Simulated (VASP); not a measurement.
A run of VASP 6.6.1:

INCAR

```
PREC = Accurate
ENCUT = 600
EDIFF = 1E-6
ISMEAR = -1
SIGMA = 0.05
LREAL = F
LASPH = T
NELM = 80
ALGO = Normal
ISIF = 3
LWAVE = F
LCHARG = F
GGA = PE
IBRION = 2
NSW = 60
EDIFFG = -0.005
PSTRESS = 20
```

KPOINTS

```
Automatic mesh
0
Gamma
  8 8 8
```

Contents of POSCAR:

```
Pt2F
1.0
    0.0000000000      2.8524300000      2.8524300000
    2.8524300000      0.0000000000      2.8524300000
    2.8524300000      2.8524300000      0.0000000000
Pt F
2 1
Direct
    0.2500000000      0.2500000000      0.2500000000
    0.7500000000      0.7500000000      0.7500000000
    0.0000000000      0.0000000000      0.0000000000
```

Potentials or basis: VASP PAW PBE potentials, release 64 (Pt, F).

Run with:

```sh
$ cat potpaw_PBE.64/Pt/POTCAR potpaw_PBE.64/F/POTCAR > POTCAR
$ mpirun -np 1 vasp_std > vasp.out
```

Hardware: 1 thread of AMD EPYC 9R45 96-Core Processor (Zen 5), with other jobs on the host.

Problem. Estimate the wall time of this run.

Solution. Run time: 29 s on 1 thread of AMD EPYC 9R45 96-Core Processor (Zen 5) (shared host), peak memory 0.17 GiB. Counts: scf iterations 28, k points 29, ion steps 3.
